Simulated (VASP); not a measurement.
Here is the system:

```xyz
2
Lattice="2.9287 0.0000 0.0000 0.0000 2.9287 0.0000 0.0000 0.0000 2.9287" Properties=species:S:1:pos:R:3 pbc="T T T"
Ga     1.4643     1.4643     1.4643
Co     0.0000     0.0000     0.0000
```

Calculation: PBEsol GGA, VASP's PBE PAW potentials (set 64) (plane waves; VASP). Settings: 300 eV cut-off, 11×11×11 Γ-centred mesh, Gaussian smearing of 0.20 eV, potentials Ga_d Co.

At this cut-off the stress carries a Pulay error, which pulls relaxed volumes low.

Task: Predict the energy per atom (σ→0), pressure, band gap (on the k-mesh) with the smallest direct gap where there is one.

Result: 
The band gap (on the k-mesh) comes out as none (metal, semimetal or under 0.01 eV). The energy per atom (σ→0) comes out as -5.836 eV/atom and the pressure comes out as -14.85 GPa.

Total energies compare only between runs with the same potentials, cut-off and functional.

The structure is a typed CoGa crystal (Pm-3m). The cell was not relaxed at this level. The run is not spin-polarised, so no magnetic state was tried.
